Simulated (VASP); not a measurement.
# How smearing and precision settings change a VASP run on Ta

Aim: find what the smearing and precision settings change for Ta, and what they cost. The series runs use PBE. The smearing tried: ISMEAR = 0, SIGMA = 0.01; ISMEAR = 0, SIGMA = 0.05; ISMEAR = 0, SIGMA = 0.1; ISMEAR = 0, SIGMA = 0.2; ISMEAR = 0, SIGMA = 0.5; ISMEAR = 2, SIGMA = 0.01; ISMEAR = 2, SIGMA = 0.05; ISMEAR = 2, SIGMA = 0.1; ISMEAR = 2, SIGMA = 0.2; ISMEAR = 2, SIGMA = 0.5; ISMEAR = -5. The precision settings tried: PREC = Low; PREC = Medium; PREC = Normal; PREC = Single; PREC = Accurate; LREAL = Auto; ADDGRID = .TRUE.; LASPH = .TRUE.. The start is a cell from a database of measured crystal structures.

Main program and level: VASP 6.6.1; PBE; plane waves and PAW (Ta_pv).

**1. Set-up**

Symmetry: Im-3m, No. 229, cubic system. Conventional cell: a = 3.303 Å, b = 3.303 Å, c = 3.303 Å, α = 90.00°, β = 90.00°, γ = 90.00°. Nearest to Ta lie 8 Ta at 2.86 Å.

As a file:

```xyz
1
Lattice="-1.6513 1.6513 1.6513 1.6513 -1.6513 1.6513 1.6513 1.6513 -1.6513" Properties=species:S:1:pos:R:3 pbc="T T T"
Ta    0.0000    0.0000    0.0000
```

**2. Smearing: ISMEAR = 0, SIGMA = 0.01**

Smearing steadies the sum over the Fermi surface at the price of an entropy term. PBE, the usual starting point, adds the gradient of the density.

File INCAR:

```
SYSTEM = Ta
PREC = Accurate
ENCUT = 400
EDIFF = 1E-06
NELM = 100
ISMEAR = 0
SIGMA = 0.01
LREAL = .FALSE.
ALGO = Normal
GGA = PE
NBANDS = 11
LORBIT = 11
LWAVE = .FALSE.
LCHARG = .FALSE.
KPAR = 2
ISIF = 2
```

File POSCAR:

```
Ta
1.0
   -1.6512800000      1.6512800000      1.6512800000
    1.6512800000     -1.6512800000      1.6512800000
    1.6512800000      1.6512800000     -1.6512800000
Ta
1
Direct
    0.0000000000      0.0000000000      0.0000000000
```

File KPOINTS:

```
Automatic mesh
0
Gamma
9 9 9
0 0 0
```

Potentials, in the order of the species: Ta_pv (PBE family, release 64).

Command:

```
$ mpirun -np 2 vasp_std
```

What it wrote:

```text
[banner, memory and clock lines left out]
running    2 mpi-ranks, on    1 nodes
 distrk:  each k-point on    1 cores,    2 groups
 distr:  one band on    1 cores,    1 groups

 POSCAR found type information on POSCAR Ta
 POSCAR found :  1 types and       1 ions
 LDA part: xc-table for (Slater+PW92), standard interpolation
 POSCAR, INCAR and KPOINTS ok, starting setup
 FFT: planning ... GRIDC
 FFT: planning ... GRID_SOFT
 FFT: planning ... GRID
 WAVECAR not read
 entering main loop
       N       E                     dE             d eps       ncg     rms          rms(c)
DAV:   1     0.450356014500E+02    0.45036E+02   -0.55041E+03   770   0.784E+02
DAV:   2    -0.115347475935E+02   -0.56570E+02   -0.55157E+02   864   0.215E+02
DAV:   3    -0.122633450981E+02   -0.72860E+00   -0.72332E+00   945   0.245E+01
DAV:   4    -0.122654128273E+02   -0.20677E-02   -0.20675E-02   848   0.142E+00
DAV:   5    -0.122654211302E+02   -0.83028E-05   -0.83025E-05   900   0.878E-02    0.135E+01
DAV:   6    -0.118927896092E+02    0.37263E+00   -0.31853E-01   863   0.642E+00    0.655E+00
DAV:   7    -0.117869829316E+02    0.10581E+00   -0.28495E-01   863   0.566E+00    0.455E-01
DAV:   8    -0.117863659734E+02    0.61696E-03   -0.10985E-02   888   0.688E-01    0.381E-01
DAV:   9    -0.117860197664E+02    0.34621E-03   -0.16467E-03   914   0.437E-01    0.387E-02
DAV:  10    -0.117860125380E+02    0.72285E-05   -0.22841E-05   852   0.546E-02    0.214E-02
DAV:  11    -0.117860055529E+02    0.69850E-05   -0.75614E-06   854   0.331E-02    0.186E-03
DAV:  12    -0.117860058290E+02   -0.27611E-06   -0.82320E-08   480   0.301E-03
   1 F= -.11786006E+02 E0= -.11785818E+02  d E =-.375419E-03
```

Elapsed: 3.8 s, on 2 MPI ranks of AMD EPYC 7R43, shared host; peak memory 0.16 GiB.

Lines that name or quote the potential files are left out of all logs, and their timing lines are given in words.

OUTCAR, selected parts (step 2):

```text
ion  position               nearest neighbor table
   1  0.000  0.000  0.000-

  LATTYP: Found a body centered cubic cell.
 ALAT       =     3.3025600000

 Subroutine GETGRP returns: Found 48 space group operations
 (whereof 48 operations were pure point group operations)

The static configuration has the point symmetry O_h .

 Found     35 irreducible k-points:

   k-points           NKPTS =     35   k-points in BZ     NKDIM =     35   number of bands    NBANDS=     11

   dimension x,y,z NGX =    20 NGY =   20 NGZ =   20
   dimension x,y,z NGXF=    40 NGYF=   40 NGZF=   40

   ENCUT  =  400.0 eV  29.40 Ry    5.42 a.u.   4.66  4.66  4.66*2*pi/ulx,y,z

   NELECT =      11.0000    total number of electrons

 k-points in reciprocal lattice and weights: Automatic mesh
   0.00000000  0.00000000  0.00000000       0.001
   0.11111111  0.00000000  0.00000000       0.016
   0.22222222  0.00000000  0.00000000       0.016
   0.33333333  0.00000000  0.00000000       0.016
   0.44444444  0.00000000  0.00000000       0.016
   0.11111111  0.11111111  0.00000000       0.033
   0.22222222  0.11111111 -0.00000000       0.066
   0.33333333  0.11111111  0.00000000       0.066
   0.44444444  0.11111111 -0.00000000       0.033
[...]
-0.44444444 -0.44444444  0.33333333       0.011
  -0.44444444  0.44444444  0.44444444       0.008

 average (electrostatic) potential at core
       1 -36.4239

 E-fermi :   5.5612

 k-point     1 :       0.0000    0.0000    0.0000
  band No.  band energies     occupation
      1     -27.5735      2.00000
      2     -27.5735      2.00000
      3     -27.5735      2.00000
      4      -2.4302      2.00000
      5       6.2285      0.00000
      6       6.2285      0.00000
      7       6.2285      0.00000
      8       9.4977      0.00000
      9       9.4977      0.00000
    ...

 k-point     2 :       0.1111    0.0000    0.0000
  band No.  band energies     occupation
      1     -27.7221      2.00000
      2     -27.6193      2.00000
      3     -27.5743      2.00000
      4      -1.8905      2.00000
      5       5.8880      0.00000
      6       6.0949      0.00000
      7       6.7658      0.00000
      8       9.0351      0.00000
      9       9.5053      0.00000
    ...

 k-point     3 :       0.2222    0.0000    0.0000
  band No.  band energies     occupation
    ...
      2     -27.7337      2.00000
      3     -27.5765      2.00000
      4      -0.5200      2.00000
      5       5.1370      2.00000
      6       5.5320      1.99996
      7       8.3092      0.00000
      8       8.8335      0.00000
      9       9.6210      0.00000
     10      20.2016      0.00000
     11      21.0176      0.00000

  Total        0.3461308      0.3461308      0.3461308      0.0000000      0.0000000      0.0000000
  in kB       30.7913490     30.7913490     30.7913490      0.0000000      0.0000000      0.0000000
  external PRESSURE =      30.7913490 kB  Pullay stress =       0.0000000 kB

  energy-cutoff  :      400.00
  volume of cell :       18.01
      direct lattice vectors                 reciprocal lattice vectors
    -1.651280000  1.651280000  1.651280000     0.000000000  0.302795407  0.302795407
     1.651280000 -1.651280000  1.651280000     0.302795407  0.000000000  0.302795407
     1.651280000  1.651280000 -1.651280000     0.302795407  0.302795407  0.000000000

 POSITION                                       TOTAL-FORCE (eV/Angst)
 -----------------------------------------------------------------------------------
      0.00000      0.00000      0.00000         0.000000      0.000000      0.000000
 -----------------------------------------------------------------------------------
    total drift:                               -0.000000     -0.000000      0.000000

  FREE ENERGIE OF THE ION-ELECTRON SYSTEM (eV)
  ---------------------------------------------------
  free  energy   TOTEN  =       -11.7860058290 eV

  energy  without entropy=      -11.7856304103  energy(sigma->0) =      -11.78581812

 total charge
# of ion       s       p       d       tot
------------------------------------------
    1        0.370   6.169   2.400   8.938

[... 3 further parts left out ...]
```

This run has no spin polarisation. Its electron count is odd, so without a moment it is a metal by construction. The k-mesh is coarse for a metal.

Numbers from this step:

- SCF cycles: 12
- electrons: 11
- bands: 11
- irreducible k-points: 35
- symmetry operations: 48
- free energy (TOTEN): -11.79 eV
- energy at zero smearing: -11.79 eV
- Fermi energy: 5.561 eV
- pressure: 3.079 GPa
- metallic: yes

The series starts at -11.7858 eV an atom and 3.08 GPa, after 12 cycles in 3.8 s. The entropy term T·S comes to 0.38 meV an atom in size.

**3. Smearing: ISMEAR = 0, SIGMA = 0.05**

INCAR: that of step 2 with these lines changed.

```diff
@@ -6,3 +6,3 @@
 ISMEAR = 0
-SIGMA = 0.01
+SIGMA = 0.05
 LREAL = .FALSE.
```

POSCAR is that of step 2.

KPOINTS is that of step 2.

Command:

```
$ mpirun -np 2 vasp_std
```

What it wrote:

```text
[... set-up lines as in an earlier step ...]
 entering main loop
       N       E                     dE             d eps       ncg     rms          rms(c)
DAV:   1     0.450346608500E+02    0.45035E+02   -0.55041E+03   770   0.784E+02
DAV:   2    -0.115357934259E+02   -0.56570E+02   -0.55136E+02   864   0.215E+02
DAV:   3    -0.122641426107E+02   -0.72835E+00   -0.72287E+00   945   0.245E+01
DAV:   4    -0.122662148146E+02   -0.20722E-02   -0.20718E-02   848   0.142E+00
[...]
DAV:  10    -0.117884808993E+02    0.51715E-05   -0.13174E-05   850   0.424E-02    0.193E-02
DAV:  11    -0.117884757043E+02    0.51950E-05   -0.27174E-06   866   0.206E-02    0.175E-03
DAV:  12    -0.117884758785E+02   -0.17424E-06   -0.27253E-08   463   0.213E-03
   1 F= -.11788476E+02 E0= -.11786275E+02  d E =-.440161E-02
```

Run time: 3.8 s. Hardware: 2 MPI ranks; peak memory 0.17 GiB.

Parts of OUTCAR (step 3):

```text
  Total        0.3530668      0.3530668      0.3530668      0.0000000      0.0000000      0.0000000
  in kB       31.4083649     31.4083649     31.4083649      0.0000000      0.0000000      0.0000000
  external PRESSURE =      31.4083649 kB  Pullay stress =       0.0000000 kB

 POSITION                                       TOTAL-FORCE (eV/Angst)
 -----------------------------------------------------------------------------------
      0.00000      0.00000      0.00000        -0.000000      0.000000      0.000000
 -----------------------------------------------------------------------------------
    total drift:                                0.000000     -0.000000      0.000000

  FREE ENERGIE OF THE ION-ELECTRON SYSTEM (eV)
  ---------------------------------------------------
  free  energy   TOTEN  =       -11.7884758785 eV

  energy  without entropy=      -11.7840742654  energy(sigma->0) =      -11.78627507

[... 2 parts as in an earlier step ...]

[... 1 further part left out ...]
[key lines of the parts left out:]
E-fermi :   5.5613
```

Against the run before the energy at zero width moves by -0.46 meV an atom and the pressure by +0.06 GPa, after 12 cycles in 3.8 s. The entropy term T·S comes to 4.40 meV an atom in size.

**4. Smearing: ISMEAR = 0, SIGMA = 0.1**

INCAR: that of step 3 with these lines changed.

```diff
@@ -6,3 +6,3 @@
 ISMEAR = 0
-SIGMA = 0.05
+SIGMA = 0.1
 LREAL = .FALSE.
```

POSCAR is that of step 3.

KPOINTS is that of step 3.

Command:

```
$ mpirun -np 2 vasp_std
```

What it wrote:

```text
[... set-up lines as in an earlier step ...]
 entering main loop
       N       E                     dE             d eps       ncg     rms          rms(c)
DAV:   1     0.450320305208E+02    0.45032E+02   -0.55041E+03   770   0.784E+02
DAV:   2    -0.115376751317E+02   -0.56570E+02   -0.55119E+02   864   0.214E+02
DAV:   3    -0.122659728618E+02   -0.72830E+00   -0.72211E+00   945   0.245E+01
DAV:   4    -0.122680537166E+02   -0.20809E-02   -0.20804E-02   848   0.143E+00
[...]
DAV:   9    -0.117941663567E+02    0.45914E-05   -0.12104E-04   996   0.117E-01    0.261E-02
DAV:  10    -0.117941616053E+02    0.47514E-05   -0.94838E-06   854   0.358E-02    0.136E-02
DAV:  11    -0.117941606152E+02    0.99015E-06   -0.17137E-06   786   0.134E-02
   1 F= -.11794161E+02 E0= -.11787425E+02  d E =-.134713E-01
```

Wall time 3.6 s (2 MPI ranks); peak memory 0.18 GiB; 6 s of CPU time.

OUTCAR, selected parts (step 4):

```text
  Total        0.3625721      0.3625721      0.3625721      0.0000000      0.0000000     -0.0000000
  in kB       32.2539405     32.2539405     32.2539405      0.0000000      0.0000000     -0.0000000
  external PRESSURE =      32.2539405 kB  Pullay stress =       0.0000000 kB

 POSITION                                       TOTAL-FORCE (eV/Angst)
 -----------------------------------------------------------------------------------
      0.00000      0.00000      0.00000         0.000000      0.000000     -0.000000
 -----------------------------------------------------------------------------------
    total drift:                                0.000000     -0.000000     -0.000000

  FREE ENERGIE OF THE ION-ELECTRON SYSTEM (eV)
  ---------------------------------------------------
  free  energy   TOTEN  =       -11.7941606152 eV

  energy  without entropy=      -11.7806893259  energy(sigma->0) =      -11.78742497

[... 2 parts as in an earlier step ...]

[... 1 further part left out ...]
[key lines of the parts left out:]
E-fermi :   5.5536
```

Against the run before the energy at zero width moves by -1.15 meV an atom and the pressure by +0.08 GPa, after 11 cycles in 3.6 s. The entropy term T·S comes to 13.47 meV an atom in size.

**5. Smearing: ISMEAR = 0, SIGMA = 0.2**

INCAR: that of step 4 with these lines changed.

```diff
@@ -6,3 +6,3 @@
 ISMEAR = 0
-SIGMA = 0.1
+SIGMA = 0.2
 LREAL = .FALSE.
```

POSCAR is that of step 4.

KPOINTS is that of step 4.

Command:

```
$ mpirun -np 2 vasp_std
```

What it wrote:

```text
[... set-up lines as in an earlier step ...]
 entering main loop
       N       E                     dE             d eps       ncg     rms          rms(c)
DAV:   1     0.450245777526E+02    0.45025E+02   -0.55041E+03   770   0.784E+02
DAV:   2    -0.115456221259E+02   -0.56570E+02   -0.55112E+02   864   0.214E+02
DAV:   3    -0.122758628595E+02   -0.73024E+00   -0.72220E+00   945   0.245E+01
DAV:   4    -0.122779440324E+02   -0.20812E-02   -0.20808E-02   848   0.143E+00
[...]
DAV:   9    -0.118102135385E+02   -0.82781E-05   -0.89252E-05   872   0.991E-02    0.256E-02
DAV:  10    -0.118102078573E+02    0.56812E-05   -0.35073E-06   891   0.221E-02    0.565E-03
DAV:  11    -0.118102082057E+02   -0.34840E-06   -0.42057E-07   508   0.763E-03
   1 F= -.11810208E+02 E0= -.11791859E+02  d E =-.366975E-01
```

The job ended after 3.6 s (2 MPI ranks; peak memory 0.18 GiB).

OUTCAR, selected parts (step 5):

```text
  Total        0.3958726      0.3958726      0.3958726      0.0000000      0.0000000     -0.0000000
  in kB       35.2163085     35.2163085     35.2163085      0.0000000      0.0000000     -0.0000000
  external PRESSURE =      35.2163085 kB  Pullay stress =       0.0000000 kB

 POSITION                                       TOTAL-FORCE (eV/Angst)
 -----------------------------------------------------------------------------------
      0.00000      0.00000      0.00000        -0.000000     -0.000000     -0.000000
 -----------------------------------------------------------------------------------
    total drift:                               -0.000000     -0.000000      0.000000

  FREE ENERGIE OF THE ION-ELECTRON SYSTEM (eV)
  ---------------------------------------------------
  free  energy   TOTEN  =       -11.8102082057 eV

  energy  without entropy=      -11.7735107367  energy(sigma->0) =      -11.79185947

[... 2 parts as in an earlier step ...]

[... 1 further part left out ...]
[key lines of the parts left out:]
E-fermi :   5.5399
```

Against the run before the energy at zero width moves by -4.43 meV an atom and the pressure by +0.30 GPa, after 11 cycles in 3.6 s. The entropy term T·S comes to 36.70 meV an atom in size.

**6. Smearing: ISMEAR = 0, SIGMA = 0.5**

INCAR: that of step 5 with these lines changed.

```diff
@@ -6,3 +6,3 @@
 ISMEAR = 0
-SIGMA = 0.2
+SIGMA = 0.5
 LREAL = .FALSE.
```

POSCAR is that of step 5.

KPOINTS is that of step 5.

Command:

```
$ mpirun -np 2 vasp_std
```

What it wrote:

```text
[... set-up lines as in an earlier step ...]
 entering main loop
       N       E                     dE             d eps       ncg     rms          rms(c)
DAV:   1     0.449891720585E+02    0.44989E+02   -0.55041E+03   770   0.784E+02
DAV:   2    -0.116015853838E+02   -0.56591E+02   -0.55116E+02   864   0.214E+02
DAV:   3    -0.123415869780E+02   -0.74000E+00   -0.72993E+00   945   0.246E+01
DAV:   4    -0.123436707358E+02   -0.20838E-02   -0.20834E-02   848   0.143E+00
[...]
DAV:   9    -0.118855301673E+02   -0.11233E-04   -0.62690E-05   880   0.808E-02    0.258E-02
DAV:  10    -0.118855246685E+02    0.54987E-05   -0.32317E-06   874   0.215E-02    0.450E-03
DAV:  11    -0.118855249679E+02   -0.29937E-06   -0.30939E-07   496   0.657E-03
   1 F= -.11885525E+02 E0= -.11805620E+02  d E =-.159810E+00
```

Run time: 3.4 s. Hardware: 2 MPI ranks; peak memory 0.17 GiB; 5.8 s of CPU time.

From OUTCAR (step 6):

```text
  Total        0.4570246      0.4570246      0.4570246      0.0000000     -0.0000000      0.0000000
  in kB       40.6563120     40.6563120     40.6563120      0.0000000     -0.0000000      0.0000000
  external PRESSURE =      40.6563120 kB  Pullay stress =       0.0000000 kB

 POSITION                                       TOTAL-FORCE (eV/Angst)
 -----------------------------------------------------------------------------------
      0.00000      0.00000      0.00000         0.000000      0.000000      0.000000
 -----------------------------------------------------------------------------------
    total drift:                                0.000000     -0.000000      0.000000

  FREE ENERGIE OF THE ION-ELECTRON SYSTEM (eV)
  ---------------------------------------------------
  free  energy   TOTEN  =       -11.8855249679 eV

  energy  without entropy=      -11.7257145862  energy(sigma->0) =      -11.80561978

[... 2 parts as in an earlier step ...]

[... 1 further part left out ...]
[key lines of the parts left out:]
E-fermi :   5.5601
```

Against the run before the energy at zero width moves by -13.76 meV an atom and the pressure by +0.54 GPa, after 11 cycles in 3.4 s. The entropy term T·S comes to 159.81 meV an atom in size.

**7. Smearing: ISMEAR = 2, SIGMA = 0.01**

INCAR: that of step 6 with these lines changed.

```diff
@@ -5,4 +5,4 @@
 NELM = 100
-ISMEAR = 0
-SIGMA = 0.5
+ISMEAR = 2
+SIGMA = 0.01
 LREAL = .FALSE.
```

POSCAR is that of step 6.

KPOINTS is that of step 6.

Command:

```
$ mpirun -np 2 vasp_std
```

What it wrote:

```text
[... set-up lines as in an earlier step ...]
 entering main loop
       N       E                     dE             d eps       ncg     rms          rms(c)
DAV:   1     0.450356721698E+02    0.45036E+02   -0.55041E+03   770   0.784E+02
DAV:   2    -0.115345867182E+02   -0.56570E+02   -0.55151E+02   864   0.215E+02
DAV:   3    -0.122632291282E+02   -0.72864E+00   -0.72374E+00   945   0.245E+01
DAV:   4    -0.122652968572E+02   -0.20677E-02   -0.20675E-02   848   0.142E+00
[...]
DAV:  10    -0.117857815069E+02    0.63691E-05   -0.20350E-05   846   0.517E-02    0.209E-02
DAV:  11    -0.117857748950E+02    0.66119E-05   -0.64812E-06   869   0.308E-02    0.188E-03
DAV:  12    -0.117857751202E+02   -0.22523E-06   -0.72663E-08   474   0.286E-03
   1 F= -.11785775E+02 E0= -.11785738E+02  d E =-.148223E-03
```

Wall time 3.6 s (2 MPI ranks); peak memory 0.18 GiB.

Parts of OUTCAR (step 7):

```text
  Total        0.3466132      0.3466132      0.3466132      0.0000000      0.0000000     -0.0000000
  in kB       30.8342608     30.8342608     30.8342608      0.0000000      0.0000000     -0.0000000
  external PRESSURE =      30.8342608 kB  Pullay stress =       0.0000000 kB

 POSITION                                       TOTAL-FORCE (eV/Angst)
 -----------------------------------------------------------------------------------
      0.00000      0.00000      0.00000        -0.000000      0.000000     -0.000000
 -----------------------------------------------------------------------------------
    total drift:                                0.000000     -0.000000     -0.000000

  FREE ENERGIE OF THE ION-ELECTRON SYSTEM (eV)
  ---------------------------------------------------
  free  energy   TOTEN  =       -11.7857751202 eV

  energy  without entropy=      -11.7856268975  energy(sigma->0) =      -11.78573806

[... 2 parts as in an earlier step ...]

[... 1 further part left out ...]
[key lines of the parts left out:]
E-fermi :   5.5613
```

Against the first of the series the energy at zero width moves by +0.08 meV an atom while the pressure stays within 0.01 GPa, after 12 cycles in 3.6 s. The entropy term T·S comes to 0.15 meV an atom in size.

(Part 1 of 3 ends here.)

[Lines on the potential files, build, host, timing and source positions are cut from VASP's logs without a mark.]

[Logs are printed without paths, hosts, clocks, repeated set-up lines and the standing remarks that a program may print on its own settings, such as how far it seeks lower states.]

[Hosts, paths, dates, database ids (printed as entryN), source tags and the programs' standing remarks are cut or masked in the printed files.]

[A measured line is paired with the nearest computed mode of its activity, which favours agreement.]
